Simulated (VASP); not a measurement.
Here is the system:

```
P
1.0
    1.69261    -5.41163     0.00000
    1.69261     5.41163     0.00000
    0.00000     0.00000     4.46752
P
4
Direct
  0.10079   0.89921   0.91917
  0.39921   0.60079   0.41917
  0.60079   0.39921   0.58083
  0.89921   0.10079   0.08083
```

All values below come from PBE GGA with D3 dispersion (zero damping), VASP's PBE PAW potentials (set 64) (plane waves; VASP). Settings: 520 eV cut-off, 7×7×5 Γ-centred mesh, Gaussian smearing of 0.050 eV, potentials P.

Task: The ions and cell shape at fixed volume are relaxed. Which structure does the run end with?

Result: 
```
P
1.0
    1.65663    -5.45669     0.00000
    1.65663     5.45669     0.00000
    0.00000     0.00000     4.52684
P
4
Direct
  0.09721   0.90279   0.91413
  0.40279   0.59721   0.41413
  0.59721   0.40279   0.58587
  0.90279   0.09721   0.08587
```
Space group Cmce (64), at a tolerance of 0.03 Å.

Task: How much energy does the relaxation gain?

Result: The energy (σ→0) changes by -12.4 meV/atom, in 7 ionic steps.

```tsv
step	E(σ→0) (eV)	max force (eV/Å)	pressure (GPa)	volume (Å³)
1	-22.1206	0.458	-3.92	81.84
2	-22.1535	0.204	-2.55	81.84
3	-22.1633	0.126	-1.29	81.84
4	-22.1697	0.039	-0.89	81.84
5	-22.1697	0.045	-0.88	81.84
6	-22.1698	0.043	-0.78	81.84
7	-22.1701	0.003	-0.83	81.84
```

The compound is P in the black structure. This cell is one point of a volume scan, at 1.06 of the reference volume. Symmetry was kept, so distortions that lower it aren't found.
